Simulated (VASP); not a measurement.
A run of VASP 6.6.1 is set up as follows.

File INCAR:

```
SYSTEM = C
  PREC = Accurate
  ENCUT = 520
  EDIFF = 1E-7
  ISMEAR = 0
  SIGMA = 0.02
  LREAL = .False.
  LASPH = .True.
  NELM = 60
  ALGO = Fast
  ISIF = 3
  LWAVE = .False.
  LCHARG = .False.
  GGA = PE
  IVDW = 12
  IBRION = 2
  NSW = 80
  EDIFFG = -0.002
```

Contents of KPOINTS:

```
regular mesh
0
Gamma
  21 21 8
  0 0 0
```

File POSCAR:

```
C                                       
1.0
    2.4663058527      0.0000000000     -0.0000000000
   -1.2331529264      2.1358835203      0.0000000000
   -0.0000000000     -0.0000000000      6.7290683120
  C             
     4
Direct
     0.0000000000000000    0.0000000000000000    0.7500000000000000
     0.0000000000000000    0.0000000000000000    0.2500000000000000
     0.3333333300000021    0.6666666699999979    0.7500000000000000
     0.6666666699999979    0.3333333300000021    0.2500000000000000
```

Potentials or basis: VASP PAW PBE potentials, release 64 (C).

Launch:

```console
$ cat potpaw_PBE.64/C/POTCAR > POTCAR
$ mpirun -np 1 vasp_std > vasp.out
```

(1) What does it give for the band gap on the k mesh?

(2) Estimate the space group after relaxing (to 0.05 Å).

(3) Estimate the relaxed cell.

Answers

(1) none (metal or under the smearing width).

(2) P6_3/mmc (No. 194).

(3) a = 2.466 Å, b = 2.466 Å, c = 6.729 Å, α = 90.00°, β = 90.00°, γ = 120.00°.
